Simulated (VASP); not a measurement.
All values below come from PBE GGA, VASP's PBE PAW potentials (set 64) (plane waves; VASP).

The input files of a VASP run:

### INCAR
```
ALGO = Normal
CSHIFT = 0.1
EDIFF = 1E-7
ENCUT = 400
GGA = PE
ISMEAR = 0
LASPH = .True.
LCHARG = .False.
LMAXMIX = 4
LOPTICS = .True.
LREAL = .False.
LWAVE = .False.
NBANDS = 51
NEDOS = 1001
NELM = 100
PREC = Accurate
SIGMA = 0.01
SYSTEM = SnSe2
```

POSCAR:
```
SnSe2
13.7910380
  0.1404040319  -0.2431869329   0.0000000000
  0.1404040319   0.2431869329   0.0000000000
  0.0000000000   0.0000000000   0.4999999880
Sn Se
1 2
direct
  0.0000000000   0.0000000000   0.0000000000
  0.3333330000   0.6666670000   0.2313194813
  0.6666670000   0.3333330000   0.7686805187
```

### KPOINTS
```
Automatic mesh
0
Gamma
15 15 8
0 0 0
```

POTCAR, in this order: Sn_d Se (PBE.64 set). Program: vasp_std.

Output of the run:

OSZICAR:
```
       N       E                     dE             d eps       ncg     rms          rms(c)
DAV:   1     0.218728983955E+03    0.21873E+03   -0.76244E+03 23851   0.465E+02
DAV:   2     0.202341323491E+02   -0.19849E+03   -0.17780E+03 21785   0.219E+02
DAV:   3    -0.110095361355E+02   -0.31244E+02   -0.30686E+02 23072   0.553E+01
DAV:   4    -0.121281081345E+02   -0.11186E+01   -0.11174E+01 23424   0.113E+01
DAV:   5    -0.121444163757E+02   -0.16308E-01   -0.16306E-01 25496   0.138E+00    0.469E+00
DAV:   6    -0.118899509121E+02    0.25447E+00   -0.27955E-01 28563   0.284E+00    0.287E+00
DAV:   7    -0.118733779990E+02    0.16573E-01   -0.80805E-02 26736   0.879E-01    0.107E+00
DAV:   8    -0.118738574462E+02   -0.47945E-03   -0.93749E-03 24985   0.388E-01    0.182E-01
DAV:   9    -0.118741602369E+02   -0.30279E-03   -0.78645E-04 22624   0.969E-02    0.595E-02
DAV:  10    -0.118742245487E+02   -0.64312E-04   -0.98912E-05 22964   0.286E-02    0.292E-02
DAV:  11    -0.118742480895E+02   -0.23541E-04   -0.17170E-05 21784   0.126E-02    0.592E-03
DAV:  12    -0.118742514796E+02   -0.33901E-05   -0.20912E-06 23261   0.444E-03    0.376E-03
DAV:  13    -0.118742522809E+02   -0.80129E-06   -0.97107E-07 21375   0.322E-03    0.180E-03
DAV:  14    -0.118742523538E+02   -0.72906E-07   -0.28012E-08 22210   0.588E-04
   1 F= -.11874252E+02 E0= -.11874252E+02  d E =-.129860E-21
 imaginary and real dielectric function
```

### OUTCAR
```
------------------------ aborting loop because EDIFF is reached ----------------------------------------
  FORCE on cell =-STRESS in cart. coord.  units (eV):
  Direction    XX          YY          ZZ          XY          YZ          ZX
  --------------------------------------------------------------------------------------
  Total       -0.0003451     -0.0003451      0.0166773     -0.0000000      0.0000000      0.0000000
  in kB       -0.0061740     -0.0061740      0.2983492     -0.0000000      0.0000000      0.0000000
  external PRESSURE =       0.0953337 kB  Pullay stress =       0.0000000 kB
  volume of cell :       89.56
      direct lattice vectors                 reciprocal lattice vectors
     1.936317339 -3.353800233  0.000000000     0.258222136 -0.149084610  0.000000000
     1.936317339  3.353800233  0.000000000     0.258222136  0.149084610  0.000000000
     0.000000000  0.000000000  6.895518834     0.000000000  0.000000000  0.145021720
 POSITION                                       TOTAL-FORCE (eV/Angst)
 -----------------------------------------------------------------------------------
      0.00000      0.00000      0.00000        -0.000000     -0.000000      0.000000
      1.93632      1.11794      1.59507         0.000000      0.000000      0.004627
      1.93632     -1.11794      5.30045        -0.000000      0.000000     -0.004627
 -----------------------------------------------------------------------------------
    total drift:                               -0.000000      0.000000      0.000000
  FREE ENERGIE OF THE ION-ELECTRON SYSTEM (eV)
  ---------------------------------------------------
  free  energy   TOTEN  =       -11.8742523538 eV

  energy  without entropy=      -11.8742523538  energy(sigma->0) =      -11.87425235

 plasma frequency squared (from intraband transitions) (eV^2)
  --------------------------------------------------------------------------------------
       0.000       0.000       0.000
       0.000       0.000      -0.000
       0.000      -0.000       0.000

 plasma frequency squared (from interband transitions, int dw w eps(2)(w)) (eV^2)
  --------------------------------------------------------------------------------------
     288.182       0.000      -0.000       0.000       0.000      -0.000
       0.000      -0.000     288.182       0.000       0.000      -0.000
       0.000       0.000       0.000       0.000     287.804       0.000
```
(Selected blocks of OUTCAR.)

Without a dispersion term in the relaxation, distances and binding between the weakly bound layers, chains or molecules are unreliable, and so is what depends on them.

The compound is SnSe2 in the 1T layered structure. It was relaxed first, which changed the volume by +16 %.
